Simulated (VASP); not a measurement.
Level of theory: PBE GGA, VASP's PBE PAW potentials (set 64) (plane waves; VASP).

The input files of a VASP run:

KPOINTS:
```
Automatic mesh
0
Monkhorst
6 6 4
0 0 0
```

### INCAR
```
! general
SYSTEM  = Y
PREC    = Accurate
ENCUT   = 400
LREAL   = .FALSE.
LASPH   = .TRUE.   ! aspherical one-centre terms

! electronic loop
EDIFF   = 1E-6   ! SCF stop (eV)
NELM    = 100   ! most electronic steps
ALGO    = Normal   ! blocked Davidson
LMAXMIX = 4   ! l cut-off of mixed one-centre charges

! smearing
ISMEAR  = 1
SIGMA   = 0.1   ! width (eV)

! functional
GGA     = PE   ! PBE

! ions
ISIF    = 2   ! forces and stress, cell fixed

! output
LWAVE   = .FALSE.
LCHARG  = .FALSE.
```

**POSCAR**
```
Y
1
    1.8250000000    -3.1609930000     0.0000000000
    1.8250000000     3.1609930000     0.0000000000
    0.0000000000     0.0000000000     5.7300000000
Y
2
Direct
  0.3333330000   0.6666670000   0.2500000000
  0.6666670000   0.3333330000   0.7500000000
```

POTCAR, in this order: Y_sv (PBE.64 set). Program: vasp_std.

### Question
What will the output report for the number of irreducible k-points (NKPTS), number of bands (NBANDS), largest plane-wave count, number of space-group operations, FFT grid (NGX, NGY, NGZ)?

### Answer

| Quantity | Result |
|---|---|
| number of irreducible k-points (NKPTS) | 24 |
| number of bands (NBANDS) | 15 |
| largest plane-wave count | 1213 |
| number of space-group operations | 24 |
| FFT grid (NGX, NGY, NGZ) | 24 × 24 × 40 |

The compound is Y in the hcp structure. The cell was not relaxed at this level. The k-mesh is coarse (spacing up to 0.33 per Å, 2π included), so the numbers may not be converged in it. The run is one of a series of settings (KPOINTS 6×6×4 Monkhorst-Pack mesh against the base run), some of them coarse on purpose.
